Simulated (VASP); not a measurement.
Wanted: the native input for a VASP 6.6.1 run.

```yaml
Task: relaxation of cell and atoms
Functional: LDA
Potentials_or_basis: VASP PAW LDA potentials, release 64 (Ti_sv)
Cutoff: 520 eV
k_mesh: 18 × 18 × 10
Occupations: gaussian, width 0.1 eV
Spin: no spin polarisation
Further_INCAR_settings: ALGO = Fast; EDIFF = 1e-07; IBRION = 2; EDIFFG = -0.002; NSW = 80; ISIF = 3
```

The structure of Ti lies in POSCAR:

```
Ti                                      
1.0
    2.8625278835     -0.0000000000     -0.0000000000
   -1.4312639418      2.4790218651      0.0000000000
    0.0000000000      0.0000000000      4.5328186832
  Ti            
     2
Direct
     0.3333333300000021    0.6666666699999979    0.2500000000000000
     0.6666666699999979    0.3333333300000021    0.7500000000000000
```

The input as run:

INCAR

```
ALGO = Fast ; EDIFF = 1E-7
EDIFFG = -0.002 ; ENCUT = 520
GGA = CA ; IBRION = 2
ISIF = 3 ; ISMEAR = 0
LASPH = T ; LCHARG = F
LREAL = F ; LWAVE = F
NELM = 60 ; NSW = 80
PREC = Accurate ; SIGMA = 0.1
```

KPOINTS

```
k-points
0
Gamma
  18 18 10
```

Potentials or basis: VASP PAW LDA potentials, release 64 (Ti_sv).

The run is started by

```console
$ cat potpaw_LDA.64/Ti_sv/POTCAR > POTCAR
$ mpirun -np 1 vasp_std > vasp.out
```

Results of the run:

| Quantity | Value |
| --- | --- |
| Energy gained by relaxing | 0.0 meV/atom |
| Ionic steps | 6 |
| Pressure after relaxing | 0.0 GPa |
| Band gap on the k mesh | none (metal or under the smearing width) |

Wall time 5.4 min on 1 thread of Intel(R) Xeon(R) Platinum 8375C CPU @ 2.90GHz (Ice Lake), with other jobs on the host, peak memory 0.22 GiB.
